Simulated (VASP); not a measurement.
# H3C2N in VASP: further runs, part 3 of 3

VASP 6.6.1.

## (5) Single point, PBEsol

Input file INCAR:

```
SYSTEM = H3C2N
PREC     = Accurate       ! precision mode
ENCUT    = 520            ! plane-wave cutoff, eV
EDIFF    = 1E-7           ! SCF threshold, eV
ISMEAR   = -1             ! smearing method
SIGMA    = 0.02           ! smearing width, eV
LREAL    = Auto         
LASPH    = .True.         ! aspherical terms in the spheres
NELM     = 100            ! most SCF steps
ALGO     = Normal         ! electronic algorithm
ISIF     = 2              ! what is computed and relaxed
LWAVE    = .False.        ! write WAVECAR
LCHARG   = .False.        ! write CHGCAR
GGA      = PS             ! functional
NBANDS   = 72             ! bands
```

Input file KPOINTS:

```
Automatic mesh
0
Gamma
  1 1 1
  0 0 0
```

Input file POSCAR:

```
H3C2N
1.0
    8.0517480000      0.0000000000      0.0000000000
    0.0000000000      8.0517480000      0.0000000000
    0.0000000000      0.0000000000      8.0517480000
C N H
12 6 18
Direct
    0.2119788150      0.9467509415      0.6651847524
    0.2412519617      1.1102433906      0.7409695385
    0.4013538427      0.5752291304      0.8926260484
    0.3768001681      0.5758004349      0.7151738976
    0.6335021911      0.5209055226      0.2955258908
    0.5239359205      0.3926352390      0.2269693488
    0.2495234575      0.9543890345      0.2312541326
    0.1466513855      0.8577392139      0.1160617545
    0.9225077586      0.4316702410      0.8642595372
    0.9205206124      0.2953395958      0.9702862037
    0.8589439212      0.0090911936      0.3851834409
    0.7424598981     -0.0251994971      0.5148571465
    0.2763747698      1.2400909716      0.7864627656
    0.3418884943      0.5871892662      0.5743970129
    0.4284038696      0.3028907512      0.1702984246
    0.0697860887      0.7727762965      0.0258328999
    0.8999039712      0.1915608884      1.0752323595
    0.6333655748     -0.0325395181      0.6097557946
    0.3163412466      0.9284816167      0.5784830822
    0.2007762786      0.8357067310      0.7431678190
    0.0849008191      0.9605616072      0.6074084783
    0.5118764273      0.6399107374      0.9404417525
    0.3007669887      0.6359985434      0.9493218119
    0.4108424655      0.4455057461      0.9403548149
    0.6534233312      0.6234050047      0.2107368487
    0.5745336292      0.5650574260      0.4136741488
    0.7572392976      0.4591673758      0.3230602845
    0.3335424805      1.0333656741      0.1551712746
    0.1648958711      1.0464435797      0.2942963441
    0.3204645749      0.8968984126      0.3339150704
    0.9773529922      0.5302823685      0.9345796714
    0.9954360221      0.4088428997      0.7461361185
    0.7952434676      0.4541870908      0.8334090933
    0.9395351171     -0.0960909358      0.3583072893
    0.7996027695      0.0383270813      0.2661285475
    0.9398456087      0.1136399202      0.4210886878
```

Started as:

```bash
$ cat potpaw_PBE.64/C/POTCAR potpaw_PBE.64/N/POTCAR potpaw_PBE.64/H/POTCAR > POTCAR
$ mpirun -np 1 vasp_gam > vasp.out
```

Run time: 1.7 min. Hardware: 1 thread of AMD EPYC 7R43 (Zen 3), shared host; peak memory 0.42 GiB.

Results (log left out):

```yaml
Free_energy: -223.5335 eV
Pressure: 0.5 GPa
Largest_force: 5.699 eV/Å
Band_gap_on_the_k_mesh: 6.10 eV, direct
```

Forces in eV/Å, atoms in the order of the input:
```
C   -0.926  1.261 -0.206
C   -0.286 -3.436 -0.752
C    1.609 -1.294 -0.420
C   -0.082  0.423 -0.348
C    0.249 -1.615  0.949
C    1.355  1.977  0.801
C   -0.879  1.203 -0.536
C    0.428 -0.717  0.654
C    0.980 -0.248 -1.944
C   -0.749 -4.140  3.844
C    0.324 -0.109  0.164
C   -0.747  0.362 -0.009
N    0.347  2.199  0.886
N    0.325 -0.153  0.580
N   -0.949 -1.349 -0.506
N    0.403  0.729  0.556
N    0.759  2.448 -2.760
N    0.123 -0.314  0.115
H   -0.315 -0.144 -0.130
H    0.193  0.346  0.549
H    0.914 -0.338 -0.181
H    0.249  0.204 -0.603
H   -1.627  0.624  0.779
H   -0.325  0.374 -0.331
H    0.002  0.347 -0.413
H    0.268 -0.067 -0.427
H   -0.736  0.570 -0.125
H   -0.052 -0.059  0.223
H    0.457 -0.346 -0.456
H   -0.253 -0.695 -0.562
H    0.375  1.282  0.198
H   -0.328  0.167  0.833
H   -1.007  0.603 -0.395
H    0.211 -0.459  0.080
H   -0.183  0.271 -0.003
H   -0.125  0.093 -0.105
```

Stress tensor (GPa, compression positive):
```
 0.36 -0.05 -0.27
-0.05  1.34  0.13
-0.27  0.13 -0.26
```

Levels at points of the mesh, in eV from the valence-band top:
| k point | band 45 | band 46 | band 47 | band 48 | band 49 | band 50 | band 51 | band 52 |
| --- | --- | --- | --- | --- | --- | --- | --- | --- |
| (0.00, 0.00, 0.00) | -0.20 | -0.11 | -0.08 | 0.00 | 6.10 | 6.37 | 6.54 | 6.71 |

Caveat: the standard files for N, O and F lose accuracy on very short bonds; the PAW data sets were made with another functional, which shifts forces and pressure a little. A hybrid or GW would open this gap; PBEsol tends to underestimate it.

## (6) Single point, PBEsol

Input file INCAR:

```
SYSTEM = H3C2N
PREC = Accurate
ENCUT = 520
EDIFF = 1E-6
ISMEAR = -1
SIGMA = 0.02
LREAL = Auto
LASPH = .TRUE.
NELM = 100
ALGO = Normal
ISIF = 2
LWAVE = .FALSE.
LCHARG = .TRUE.
GGA = PS
LELF = .TRUE.
LVHAR = .TRUE.
NBANDS = 72
```

Input file KPOINTS:

```
Automatic mesh
0
G
  1 1 1
  0 0 0
```

Input file POSCAR:

```
H3C2N
1.0
    8.0517480000      0.0000000000      0.0000000000
    0.0000000000      8.0517480000      0.0000000000
    0.0000000000      0.0000000000      8.0517480000
C N H
12 6 18
Direct
    0.2193933541      0.9473222461      0.6663646205
    0.2370665351      1.1057102135      0.7412676105
    0.4058621805      0.5738132887      0.8893472573
    0.3859782994      0.5827430267      0.7122304374
    0.6280126999      0.5258485487      0.3010278017
    0.5167821944      0.3997641258      0.2294408618
    0.2407675948      0.9587980150      0.2310802574
    0.1468997788      0.8512809889      0.1165585411
    0.9234143940      0.4305524713      0.8580372858
    0.9201977012      0.2903096321      0.9709817048
    0.8601858876      0.0155245793      0.3854069949
    0.7438633201     -0.0282423146      0.5127582234
    0.2706493050      1.2373710653      0.7851711206
    0.3485951125      0.5914243715      0.5747696028
    0.4219083856      0.3094980121      0.1673052858
    0.0667929498      0.7769617231      0.0221442599
    0.9025493595      0.1922688092      1.0775548365
    0.6393270132     -0.0376812588      0.6076568715
    0.3223772031      0.9153788718      0.5675786177
    0.2132828797      0.8539387969      0.7648898103
    0.1053311654      0.9501663490      0.5919335777
    0.5030833056      0.6429038763      0.9495950445
    0.2947186127      0.6276897886      0.9488001860
    0.4094638829      0.4494924580      0.9305060218
    0.6504550316      0.6057566630      0.1948148402
    0.5589593713      0.5729687516      0.4044214995
    0.7495018473      0.4796970794      0.3312200034
    0.3358897968      1.0327074320      0.1696526021
    0.1594063798      1.0525664738      0.2912535266
    0.3012389359      0.8859691088      0.3294067326
    0.9738879061      0.5367157541      0.9203467371
    0.9913996315      0.4151148297      0.7372063805
    0.7971560958      0.4568945774      0.8208652332
    0.9410875750     -0.0856087399      0.3443227483
    0.8128793897      0.0508336823      0.2666998520
    0.9346045107      0.1172788816      0.4308381236
```

Potentials or basis: VASP PAW PBE potentials, release 64 (C, N, H).

Started as:

```bash
$ cat potpaw_PBE.64/C/POTCAR potpaw_PBE.64/N/POTCAR potpaw_PBE.64/H/POTCAR > POTCAR
$ mpirun -np 1 vasp_gam > vasp.out
```

Run time: 2.1 min. Hardware: 1 thread of AMD EPYC 7R43 (Zen 3), shared host; peak memory 0.4 GiB.

The run converged. Its results:

* Free energy: -223.4156 eV
* Pressure: 1.9 GPa
* Largest force: 3.321 eV/Å
* Band gap on the k mesh: 6.16 eV, direct

Forces on the atoms (eV/Å):
```
C    0.686 -0.678 -1.572
C    0.662 -0.770 -0.952
C   -0.851  1.077 -0.174
C    0.359  0.128  2.075
C   -0.891 -1.445 -1.606
C    0.421 -0.189  0.247
C   -0.593 -0.476 -0.146
C    0.618  1.379  0.920
C    0.200 -1.058 -1.030
C   -0.188 -0.326  0.642
C    0.486 -1.037  0.658
C    1.649  0.620 -2.492
N    0.042  1.573  0.852
N   -0.229  0.100 -1.950
N    0.314  0.068  0.354
N   -0.095 -0.346 -0.112
N    0.368  0.779 -1.221
N   -2.276 -0.615  2.339
H   -0.983  0.590  1.821
H   -0.140 -0.385 -0.177
H   -0.354 -0.351  0.172
H    1.033  0.509 -0.350
H   -0.297 -0.107 -0.234
H    0.083 -1.618  0.270
H   -0.044  1.047 -0.024
H   -0.223  0.976  0.822
H    0.619 -0.642  0.483
H    0.271  0.155 -0.512
H    0.035 -0.330 -0.311
H   -0.027 -0.242 -0.002
H    0.421  0.921  0.502
H    0.028 -0.353  0.834
H   -0.798  0.216 -0.014
H    0.237 -0.414  0.495
H   -1.075  0.662 -0.742
H    0.533  0.583  0.134
```

Stress tensor (GPa, compression positive):
```
 1.97  0.02  0.03
 0.02  2.60 -0.25
 0.03 -0.25  1.25
```

Levels at points of the mesh, in eV from the valence-band top:
```csv
k point,band 46,band 47,band 48,band 49,band 50,band 51
"(0.00, 0.00, 0.00)",-0.20,-0.12,0.00,6.16,6.47,6.54
```

Caveat: the standard files for N, O and F lose accuracy on very short bonds; the PAW data sets were made with another functional, which shifts forces and pressure a little.
